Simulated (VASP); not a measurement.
Consider the following.

```
AuCu
1.0
    2.85554     0.00000     0.00000
    0.00000     2.85554     0.00000
    0.00000     0.00000     3.53047
Cu Au
1 1
Direct
  0.00000   0.00000   0.00000
  0.50000   0.50000   0.50000
```

The numbers are results of r2SCAN+rVV10, VASP's PBE PAW potentials (set 64) (plane waves; VASP 6.6.1), not measurements. Numerical set-up: 520 eV cut-off, 14×14×12 Γ-centred mesh, tetrahedra with Blöchl corrections, potentials Cu Au.

Unless said otherwise, spin-orbit coupling is left out, though it shifts the bands of the heavy elements here.

### Question
What does the run give for the energy per atom (σ→0), band gap (over mesh and band path) with the smallest direct gap where there is one?

### Answer

```yaml
band gap (over mesh and band path): none (metal, semimetal or under 0.01 eV)
energy per atom (σ→0): -30.523 eV/atom
```

Total energies compare only between runs with the same potentials, cut-off and functional.

The compound is CuAu in the L1_0 structure. It was relaxed first.
